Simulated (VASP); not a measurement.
Input:

```
GeSe
1.0
    3.15595     0.00000     0.00000
   -1.57798     2.73313     0.00000
    0.00000     0.00000     6.88592
Ge Se
2 2
Direct
  0.00000   0.00000   0.00000
  0.00000   0.00000   0.50000
  0.33333   0.66667   0.25000
  0.66667   0.33333   0.75000
```

Calculation: PBEsol GGA, VASP's PBE PAW potentials (set 64) (plane waves; VASP 6.6.1). Run with 500 eV cut-off, 11×11×5 Γ-centred mesh, first-order Methfessel-Paxton smearing of 0.10 eV, potentials Ge_d Se.

### Question
What does the run give for the energy per atom (σ→0), pressure, band gap (on the k-mesh) with the smallest direct gap where there is one?

### Answer

band gap (on the k-mesh): none (metal, semimetal or under 0.01 eV)
energy per atom (σ→0): -3834 meV/atom
pressure: 45.03 GPa

The structure was generated: GeSe was put into the NiAs type type (P6_3/mmc), which need not be its known phase. It was relaxed first under an external pressure of 45 GPa.
